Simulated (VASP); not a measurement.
Given:

```yaml
crystal:
  lattice:
    - [-1.77167, 1.77167, 4.50492]
    - [1.77167, -1.77167, 4.50492]
    - [1.77167, 1.77167, -4.50492]
  atoms:
    - { symbol: Zr, position: [0.00000, 0.00000, 0.00000] }
    - { symbol: Ag, position: [0.67249, 0.67249, 0.00000] }
    - { symbol: Ag, position: [0.32751, 0.32751, 0.00000] }
```

Calculation: PBE GGA, VASP's PBE PAW potentials (set 64) (plane waves; VASP). Settings: 400 eV cut-off, 7×7×7 Γ-centred mesh, Gaussian smearing of 0.050 eV, potentials Zr_sv Ag.

Question: Give the stress tensor in GPa (positive for a compressed cell).

Answer: 
```
1.84  0.00  0.00
0.00  1.84  0.00
0.00  0.00  1.96
```
The pressure is its mean diagonal, 1.88 GPa.

The structure comes from a computed database's ZrAg2 entry (I4/mmm); how it stands against other phases isn't given here. The cell was not relaxed at this level.
